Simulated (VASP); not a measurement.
# CeO2 (Cerianite): zone-centre modes, functional by functional, part 2 of 3

Aim: the vibrations of CeO2 (Cerianite) at the zone centre, at several levels of theory. The starting structure is a measured crystal structure from the Crystallography Open Database.

VASP 6.6.1.

Results so far: LDA+U (Ce f 6 eV) T2g 460.9 cm⁻¹.

## Step 3: Modes with LDA+U (Ce f 6 eV) at the measured cell

Level of this step: LDA, DFT+U (Ce f 6 eV), spin-polarised from a ferromagnetic start; plane waves and PAW (Ce, O) (VASP).

A relaxation of the atoms in the fixed cell, not shown, had nothing to move.

Input file INCAR:

```
SYSTEM = CeO2
PREC = Accurate
ENCUT = 520
EDIFF = 1E-08
NELM = 100
ISMEAR = 0
SIGMA = 0.03
LREAL = .FALSE.
ALGO = Normal
GGA = CA
NBANDS = 19
ISPIN = 2
MAGMOM = 1 0 0
LDAU = .TRUE.
LDAUTYPE = 2
LDAUL = 3 -1
LDAUU = 6 0
LDAUJ = 0 0
LDAUPRINT = 1
LASPH = .TRUE.
LMAXMIX = 6
LORBIT = 11
LWAVE = .FALSE.
LCHARG = .FALSE.
KPAR = 2
IBRION = 6
NFREE = 2
POTIM = 0.015
NSW = 1
ISIF = 2
```

Input file POSCAR:

```
CeO2
1.0
    0.0000000000      2.7055000000      2.7055000000
    2.7055000000      0.0000000000      2.7055000000
    2.7055000000      2.7055000000      0.0000000000
Ce O
1 2
Direct
    0.0000000000      0.0000000000      0.0000000000
    0.7500000000      0.7500000000      0.7500000000
    0.2500000000      0.2500000000      0.2500000000
```

Input file KPOINTS:

```
Automatic mesh
0
Gamma
8 8 8
0 0 0
```

Potentials, in the order of the species: Ce and O (LDA family, release 64).

The run is started by

```bash
> mpirun -np 2 vasp_std
```

Log:

```text
[... set-up lines as in an earlier step ...]
 entering main loop
       N       E                     dE             d eps       ncg     rms          rms(c)
DAV:   1     0.246572303774E+03    0.24657E+03   -0.11074E+04  2228   0.150E+03
DAV:   2     0.195949589849E+01   -0.24461E+03   -0.21510E+03  2913   0.294E+02
DAV:   3    -0.321120773781E+02   -0.34072E+02   -0.31990E+02  2483   0.141E+02
DAV:   4    -0.332055571296E+02   -0.10935E+01   -0.10923E+01  3447   0.232E+01
[...]
DAV:  22    -0.264987218509E+02   -0.88263E-07   -0.72263E-07  3110   0.790E-03    0.894E-02
DAV:  23    -0.264987217913E+02    0.59592E-07   -0.19089E-07  2976   0.501E-03    0.226E-02
DAV:  24    -0.264987217911E+02    0.19463E-09   -0.16594E-08  1864   0.933E-04
   1 F= -.26498722E+02 E0= -.26498722E+02  d E =-.259789E-12  mag=     0.0000
[...]
2 F= -.26497669E+02 E0= -.26497669E+02  d E =-.213291E-12  mag=     0.0000
[...]
3 F= -.26497669E+02 E0= -.26497669E+02  d E =-.213515E-12  mag=    -0.0000
[...]
4 F= -.26497752E+02 E0= -.26497752E+02  d E =-.376264E-12  mag=    -0.0000
[...]
5 F= -.26497752E+02 E0= -.26497752E+02  d E =-.380016E-12  mag=    -0.0000
 Finite differences progress:
  Degree of freedom:   2/  2
  Displacement:        2/  2
  Total:               4/  4
```

It took 4.9 min on 2 MPI ranks of Intel Xeon Platinum 8488C (Sapphire Rapids), shared host; peak memory 0.6 GiB; 9 min of CPU time.

From OUTCAR (step 3):

```text
  Total        0.1398953      0.1377583      0.1377583      0.0000000     -0.0599624      0.0000000
  in kB        5.6590174      5.5725747      5.5725747      0.0000000     -2.4255885      0.0000000
  external PRESSURE =       5.6013889 kB  Pullay stress =       0.0000000 kB

 POSITION                                       TOTAL-FORCE (eV/Angst)
 -----------------------------------------------------------------------------------
      0.00000      0.00000      0.00000        -0.069983      0.000000      0.000000
      4.04325      4.05825      4.05825         0.129482     -0.000000     -0.000000
      1.35275      1.35275      1.35275        -0.059499     -0.000000     -0.000000
 -----------------------------------------------------------------------------------
    total drift:                               -0.000319      0.000001      0.000001

  FREE ENERGIE OF THE ION-ELECTRON SYSTEM (eV)
  ---------------------------------------------------
  free  energy   TOTEN  =       -26.4977520532 eV

  energy  without entropy=      -26.4977520532  energy(sigma->0) =      -26.49775205

 magnetization (x)
# of ion       s       p       d       f       tot
--------------------------------------------------
    1       -0.000  -0.000   0.000  -0.000  -0.000
    2       -0.000  -0.000   0.000   0.000  -0.000
    3       -0.000  -0.000   0.000   0.000  -0.000
--------------------------------------------------
tot         -0.000  -0.000   0.000  -0.000  -0.000

[... 1 part as in an earlier step ...]

[... 2 further parts left out ...]
[key lines of the parts left out:]
E-fermi :   5.4982
```

The last energy, forces and stress in OUTCAR belong to the last displaced cell, not to that of POSCAR.

With LDA+U (Ce f 6 eV) at the measured cell the modes are T2g 462.8, T1u 312.3 cm⁻¹; the largest shift is +2.3 cm⁻¹, in T1u, from LDA+U (Ce f 6 eV).

## Step 4: Modes with PBEsol+U (Ce f 6 eV)

PBEsol restores the gradient expansion of exchange and is tuned for the cells of solids. The cell comes from a relaxation at this level, not shown (40.42 Å³).

Edit INCAR of step 3 so:

```diff
@@ -9,3 +9,3 @@
 ALGO = Normal
-GGA = CA
+GGA = PS
 NBANDS = 19
```

Input file POSCAR:

```
CeO2
1.0
    0.0000000000      2.7239677849      2.7239677849
    2.7239677849      0.0000000000      2.7239677849
    2.7239677849      2.7239677849      0.0000000000
Ce O
1 2
Direct
    0.0000000000      0.0000000000      0.0000000000
    0.7500000000      0.7500000000      0.7500000000
    0.2500000000      0.2500000000      0.2500000000
```

KPOINTS is that of step 3.

PAW data sets: Ce and O (PBE family, release 64).

The run is started by

```bash
> mpirun -np 2 vasp_std
```

Log:

```text
[banner, memory and clock lines left out]
running    2 mpi-ranks, on    1 nodes
[...]
|                                                                             |
|               ----> ADVICE to this user running VASP <----                  |
|                                                                             |
|     You enforced a specific xc type in the INCAR file but a different       |
|     [... a line on the potential file left out ...]
|     I HOPE YOU KNOW WHAT YOU ARE DOING!                                     |
|                                                                             |

 LDA part: xc-table for (Slater+PW92), standard interpolation
 POSCAR, INCAR and KPOINTS ok, starting setup
[...]
entering main loop
       N       E                     dE             d eps       ncg     rms          rms(c)
DAV:   1     0.252960298793E+03    0.25296E+03   -0.11102E+04  2260   0.160E+03
DAV:   2     0.155957560323E+02   -0.23736E+03   -0.20827E+03  2800   0.301E+02
DAV:   3    -0.301553215769E+02   -0.45751E+02   -0.42317E+02  2769   0.151E+02
DAV:   4    -0.316293547619E+02   -0.14740E+01   -0.14725E+01  3291   0.284E+01
[...]
DAV:  20    -0.252902023799E+02    0.34757E-07   -0.13899E-08  1474   0.104E-03    0.342E-04
DAV:  21    -0.252902023660E+02    0.13850E-07   -0.65391E-09  1118   0.818E-04    0.388E-04
DAV:  22    -0.252902023669E+02   -0.80649E-09   -0.21017E-09  1102   0.491E-04
   1 F= -.25290202E+02 E0= -.25290202E+02  d E =-.631724E-30  mag=    -0.0000
[... from here on, the cycles between the ionic steps are left out ...]
   2 F= -.25289265E+02 E0= -.25289265E+02  d E =-.467626E-30  mag=    -0.0000
   3 F= -.25289265E+02 E0= -.25289265E+02  d E =-.466937E-30  mag=    -0.0000
   4 F= -.25289290E+02 E0= -.25289290E+02  d E =-.210452E-29  mag=     0.0000
   5 F= -.25289290E+02 E0= -.25289290E+02  d E =-.209674E-29  mag=     0.0000
 Finite differences progress:
  Degree of freedom:   2/  2
  Displacement:        2/  2
  Total:               4/  4
```

It took 7.3 min on 2 MPI ranks; peak memory 0.68 GiB.

OUTCAR, selected parts (step 4):

```text
  Total        0.0174031      0.0152350      0.0152350      0.0000000     -0.0517004      0.0000000
  in kB        0.6897643      0.6038324      0.6038324      0.0000000     -2.0491274      0.0000000
  external PRESSURE =       0.6324763 kB  Pullay stress =       0.0000000 kB

 POSITION                                       TOTAL-FORCE (eV/Angst)
 -----------------------------------------------------------------------------------
      0.00000      0.00000      0.00000        -0.062407     -0.000000     -0.000000
      4.07095      4.08595      4.08595         0.121830      0.000000      0.000000
      1.36198      1.36198      1.36198        -0.059423     -0.000000     -0.000000
 -----------------------------------------------------------------------------------
    total drift:                               -0.000240      0.000000      0.000000

  FREE ENERGIE OF THE ION-ELECTRON SYSTEM (eV)
  ---------------------------------------------------
  free  energy   TOTEN  =       -25.2892903154 eV

  energy  without entropy=      -25.2892903154  energy(sigma->0) =      -25.28929032

 magnetization (x)
# of ion       s       p       d       f       tot
--------------------------------------------------
    1        0.000   0.000   0.000  -0.000   0.000
    2       -0.000   0.000   0.000   0.000  -0.000
    3       -0.000   0.000   0.000   0.000  -0.000
--------------------------------------------------
tot          0.000   0.000   0.000  -0.000   0.000

[... 1 part as in an earlier step ...]

[... 2 further parts left out ...]
[key lines of the parts left out:]
E-fermi :   5.6118
```

With PBEsol+U (Ce f 6 eV) the modes are T2g 453.1, T1u 294.9 cm⁻¹; the largest shift is -15.1 cm⁻¹, in T1u, from LDA+U (Ce f 6 eV).

## Step 5: Modes with PBE+U (Ce f 6 eV)

PBE, the usual starting point, adds the gradient of the density. The cell comes from a relaxation at this level, not shown (41.77 Å³).

Edit INCAR of step 4 so:

```diff
@@ -9,3 +9,3 @@
 ALGO = Normal
-GGA = PS
+GGA = PE
 NBANDS = 19
```

Input file POSCAR:

```
CeO2
1.0
    0.0000000000      2.7537729183      2.7537729183
    2.7537729183      0.0000000000      2.7537729183
    2.7537729183      2.7537729183      0.0000000000
Ce O
1 2
Direct
    0.0000000000      0.0000000000      0.0000000000
    0.7500000000      0.7500000000      0.7500000000
    0.2500000000      0.2500000000      0.2500000000
```

KPOINTS is that of step 4.

The run is started by

```bash
> mpirun -np 2 vasp_std
```

Log:

```text
[banner, memory and clock lines left out]
running    2 mpi-ranks, on    1 nodes
[...]
LDA part: xc-table for (Slater+PW92), standard interpolation
 POSCAR, INCAR and KPOINTS ok, starting setup
[...]
entering main loop
       N       E                     dE             d eps       ncg     rms          rms(c)
DAV:   1     0.253354820467E+03    0.25335E+03   -0.11011E+04  2252   0.158E+03
DAV:   2     0.114718324926E+02   -0.24188E+03   -0.21030E+03  2824   0.296E+02
DAV:   3    -0.295565915354E+02   -0.41028E+02   -0.36962E+02  2726   0.152E+02
DAV:   4    -0.309136529806E+02   -0.13571E+01   -0.13559E+01  3287   0.274E+01
[...]
DAV:  20    -0.240092166327E+02    0.15400E-05   -0.51408E-06  3349   0.229E-02    0.238E-03
DAV:  21    -0.240092166808E+02   -0.48164E-07   -0.52169E-07  3713   0.572E-03    0.380E-04
DAV:  22    -0.240092166887E+02   -0.78142E-08   -0.26975E-08  2315   0.132E-03
   1 F= -.24009217E+02 E0= -.24009217E+02  d E =-.193781E-19  mag=    -0.0000
[... from here on, the cycles between the ionic steps are left out ...]
   2 F= -.24008411E+02 E0= -.24008411E+02  d E =-.153787E-19  mag=    -0.0000
   3 F= -.24008411E+02 E0= -.24008411E+02  d E =-.154179E-19  mag=    -0.0000
   4 F= -.24008385E+02 E0= -.24008385E+02  d E =-.372963E-19  mag=     0.0000
   5 F= -.24008385E+02 E0= -.24008385E+02  d E =-.372883E-19  mag=    -0.0000
 Finite differences progress:
  Degree of freedom:   2/  2
  Displacement:        2/  2
  Total:               4/  4
```

It took 6.9 min on 2 MPI ranks; peak memory 0.71 GiB; 13 min of CPU time.

From OUTCAR (step 5):

```text
  Total        0.0038582      0.0016194      0.0016194      0.0000000     -0.0375008      0.0000000
  in kB        0.1480062      0.0621219      0.0621219      0.0000000     -1.4385885      0.0000000
  external PRESSURE =       0.0907500 kB  Pullay stress =       0.0000000 kB

 POSITION                                       TOTAL-FORCE (eV/Angst)
 -----------------------------------------------------------------------------------
      0.00000      0.00000      0.00000        -0.053622      0.000000      0.000000
      4.11566      4.13066      4.13066         0.110909      0.000000      0.000000
      1.37689      1.37689      1.37689        -0.057286      0.000000      0.000000
 -----------------------------------------------------------------------------------
    total drift:                                0.000008     -0.000000     -0.000000

  FREE ENERGIE OF THE ION-ELECTRON SYSTEM (eV)
  ---------------------------------------------------
  free  energy   TOTEN  =       -24.0083847904 eV

  energy  without entropy=      -24.0083847904  energy(sigma->0) =      -24.00838479

 magnetization (x)
# of ion       s       p       d       f       tot
--------------------------------------------------
    1       -0.000   0.000  -0.000  -0.000  -0.000
    2       -0.000   0.000   0.000   0.000   0.000
    3       -0.000   0.000   0.000   0.000   0.000
--------------------------------------------------
tot         -0.000   0.000  -0.000  -0.000  -0.000

[... 1 part as in an earlier step ...]

[... 2 further parts left out ...]
[key lines of the parts left out:]
E-fermi :   5.3601
```

With PBE+U (Ce f 6 eV) the modes are T2g 436.6, T1u 273.5 cm⁻¹; the largest shift is -36.5 cm⁻¹, in T1u, from LDA+U (Ce f 6 eV).

## Step 6: Modes with PBEsol + D3(BJ)+U (Ce f 6 eV)

D3 with Becke-Johnson damping keeps a finite attraction at short range. The cell comes from a relaxation at this level, not shown (39.84 Å³).

Edit INCAR of step 5 so:

```diff
@@ -9,3 +9,4 @@
 ALGO = Normal
-GGA = PE
+GGA = PS
+IVDW = 12
 NBANDS = 19
```

Input file POSCAR:

```
CeO2
1.0
    0.0000000000      2.7107391308      2.7107391308
    2.7107391308      0.0000000000      2.7107391308
    2.7107391308      2.7107391308      0.0000000000
Ce O
1 2
Direct
    0.0000000000      0.0000000000      0.0000000000
    0.7500000000      0.7500000000      0.7500000000
    0.2500000000      0.2500000000      0.2500000000
```

KPOINTS is that of step 5.

The run is started by

```bash
> mpirun -np 2 vasp_std
```

Log:

```text
[banner, memory and clock lines left out]
running    2 mpi-ranks, on    1 nodes
[...]
[... a notice as in an earlier step ...]

 LDA part: xc-table for (Slater+PW92), standard interpolation
 POSCAR, INCAR and KPOINTS ok, starting setup
[...]
entering main loop
       N       E                     dE             d eps       ncg     rms          rms(c)
DAV:   1     0.254086534058E+03    0.25409E+03   -0.10986E+04  2252   0.161E+03
DAV:   2     0.121489568937E+02   -0.24194E+03   -0.21343E+03  2826   0.300E+02
DAV:   3    -0.302284684508E+02   -0.42377E+02   -0.37789E+02  2697   0.150E+02
DAV:   4    -0.316246529305E+02   -0.13962E+01   -0.13947E+01  3381   0.275E+01
[...]
DAV:  19    -0.252833943165E+02    0.81715E-07   -0.16015E-07  3180   0.515E-03    0.732E-04
DAV:  20    -0.252833943270E+02   -0.10469E-07   -0.21908E-08  1992   0.129E-03    0.467E-04
DAV:  21    -0.252833943205E+02    0.65058E-08   -0.27990E-09  1102   0.761E-04
   1 F= -.26037455E+02 E0= -.26037455E+02  d E =-.111003E-17  mag=    -0.0000
[... from here on, the cycles between the ionic steps are left out ...]
   2 F= -.26036438E+02 E0= -.26036438E+02  d E =-.894099E-18  mag=    -0.0000
   3 F= -.26036438E+02 E0= -.26036438E+02  d E =-.892514E-18  mag=    -0.0000
   4 F= -.26036491E+02 E0= -.26036491E+02  d E =-.213401E-17  mag=    -0.0000
   5 F= -.26036491E+02 E0= -.26036491E+02  d E =-.214268E-17  mag=     0.0000
 Finite differences progress:
  Degree of freedom:   2/  2
  Displacement:        2/  2
  Total:               4/  4
```

Wall time 6.2 min (2 MPI ranks); peak memory 0.7 GiB.

Parts of OUTCAR (step 6):

```text
 Edisp (eV)   -0.75406

 Edisp (eV)   -0.75406

  Total       0.00684     0.00471     0.00471     0.00000    -0.06117     0.00000
  in kB       0.27520     0.18954     0.18954     0.00000    -2.46006     0.00000
  external pressure =        0.22 kB  Pullay stress =        0.00 kB

 POSITION                                       TOTAL-FORCE (eV/Angst)
 -----------------------------------------------------------------------------------
      0.00000      0.00000      0.00000        -0.067707     -0.000000     -0.000000
      4.05111      4.06611      4.06611         0.128730     -0.000000     -0.000000
      1.35537      1.35537      1.35537        -0.061023      0.000000      0.000000
 -----------------------------------------------------------------------------------
    total drift:                               -0.000128      0.000000      0.000000

  FREE ENERGIE OF THE ION-ELECTRON SYSTEM (eV)
  ---------------------------------------------------
  free  energy   TOTEN  =       -26.0364914033 eV

  energy  without entropy=      -26.0364914033  energy(sigma->0) =      -26.03649140

 magnetization (x)
# of ion       s       p       d       f       tot
--------------------------------------------------
    1       -0.000   0.000  -0.000   0.000   0.000
    2        0.000   0.000   0.000   0.000   0.000
    3        0.000   0.000   0.000   0.000   0.000
--------------------------------------------------
tot         -0.000   0.000  -0.000   0.000   0.000

[... 1 part as in an earlier step ...]

[... 2 further parts left out ...]
[key lines of the parts left out:]
E-fermi :   5.7063
```

With PBEsol + D3(BJ)+U (Ce f 6 eV) the modes are T2g 463.6, T1u 307.2 cm⁻¹; the largest shift is -2.8 cm⁻¹, in T1u, from LDA+U (Ce f 6 eV).

## Step 7: Modes with r2SCAN+U (Ce f 6 eV)

r2SCAN adds the kinetic-energy density, costs more than a GGA and is run with LASPH. The cell comes from a relaxation at this level, not shown (41.17 Å³).

Edit INCAR of step 6 so:

```diff
@@ -9,4 +9,4 @@
 ALGO = Normal
-GGA = PS
-IVDW = 12
+METAGGA = R2SCAN
+LASPH = .TRUE.
 NBANDS = 19
@@ -20,3 +20,2 @@
 LDAUPRINT = 1
-LASPH = .TRUE.
 LMAXMIX = 6
```

Input file POSCAR:

```
CeO2
1.0
    0.0000000000      2.7405324772      2.7405324772
    2.7405324772      0.0000000000      2.7405324772
    2.7405324772      2.7405324772      0.0000000000
Ce O
1 2
Direct
    0.0000000000      0.0000000000      0.0000000000
    0.7500000000      0.7500000000      0.7500000000
    0.2500000000      0.2500000000      0.2500000000
```

KPOINTS is that of step 6.

The run is started by

```bash
> mpirun -np 2 vasp_std
```

Log:

```text
[banner, memory and clock lines left out]
running    2 mpi-ranks, on    1 nodes
[...]
[... a notice as in an earlier step ...]

 LDA part: xc-table for (None), standard interpolation
 POSCAR, INCAR and KPOINTS ok, starting setup
[...]
entering main loop
       N       E                     dE             d eps       ncg     rms          rms(c)
DAV:   1     0.235687220706E+03    0.23569E+03   -0.11134E+04  2228   0.162E+03
DAV:   2    -0.174637842516E+02   -0.25315E+03   -0.22244E+03  2722   0.313E+02
DAV:   3    -0.655131981684E+02   -0.48049E+02   -0.43887E+02  2821   0.160E+02
DAV:   4    -0.670822259138E+02   -0.15690E+01   -0.15672E+01  3364   0.302E+01
[...]
DAV:  29    -0.519423651577E+02   -0.32029E-07   -0.26889E-09  1102   0.614E-04    0.148E-04
DAV:  30    -0.519423651190E+02    0.38691E-07   -0.17532E-09  1102   0.280E-04    0.118E-04
DAV:  31    -0.519423651177E+02    0.12813E-08   -0.71170E-10  1102   0.244E-04
   1 F= -.51942365E+02 E0= -.51942365E+02  d E =-.207759E-20  mag=     0.0000
[... from here on, the cycles between the ionic steps are left out ...]
   2 F= -.51941480E+02 E0= -.51941480E+02  d E =-.163839E-20  mag=     0.0000
   3 F= -.51941480E+02 E0= -.51941480E+02  d E =-.164336E-20  mag=    -0.0000
   4 F= -.51941459E+02 E0= -.51941459E+02  d E =-.467892E-20  mag=     0.0000
   5 F= -.51941458E+02 E0= -.51941458E+02  d E =-.466257E-20  mag=     0.0000
 Finite differences progress:
  Degree of freedom:   2/  2
  Displacement:        2/  2
  Total:               4/  4
```

Elapsed: 22 min, on 2 MPI ranks; peak memory 0.71 GiB.

[end of part 2 of 3]

[Lines on the potential files, build, host, timing and source positions are cut from VASP's logs without a mark.]

[Logs are printed without paths, hosts, clocks, repeated set-up lines and the standing remarks that a program may print on its own settings, such as how far it seeks lower states.]

[Hosts, paths, dates, database ids (printed as entryN), source tags and the programs' standing remarks are cut or masked in the printed files.]
